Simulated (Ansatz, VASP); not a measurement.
## Two plane-wave programs on NaHgH2

```
CELL_PARAMETERS angstrom
3.73830 0.00000 0.00000
0.00000 3.73830 0.00000
0.00000 0.00000 4.21543
ATOMIC_POSITIONS crystal
Na 0.00000 0.00000 0.00000
Hg 0.50000 0.50000 0.50000
H 0.00000 0.00000 0.50000
H 0.50000 0.50000 0.00000
```

Alike in both runs: functional PBE; k mesh 14 × 14 × 10; occupations gaussian, width 0.1 eV; no spin polarisation.

Ansatz relaxed the structure, and its values are those at the end. VASP's run is a single point on that final structure, the one shown.

|  | VASP | Ansatz |
| --- | --- | --- |
| version | VASP 6.6.1 | Ansatz 0.2.0 |
| potentials or method | VASP PAW PBE potentials, release 64 (Na_pv, Hg, H) | scalar-relativistic, plane waves, PAW |
| plane-wave cutoff (eV) | 520 | 420 |
| valence electrons in the cell | 21 | 31 |

```tsv
	VASP	Ansatz	Ansatz less VASP
gap on the k mesh at the Fermi level (eV)	none	none	-
pressure (GPa)	0.0	0.0	0.00
```

A gap of «none» marks a metal or a gap that the smearing closes. The functional is the same, so the differences come from potentials, cutoffs and numerics. The two sets of potentials don't hold the same shells in valence.

Spin-orbit coupling is left out, which matters for the levels of Hg.
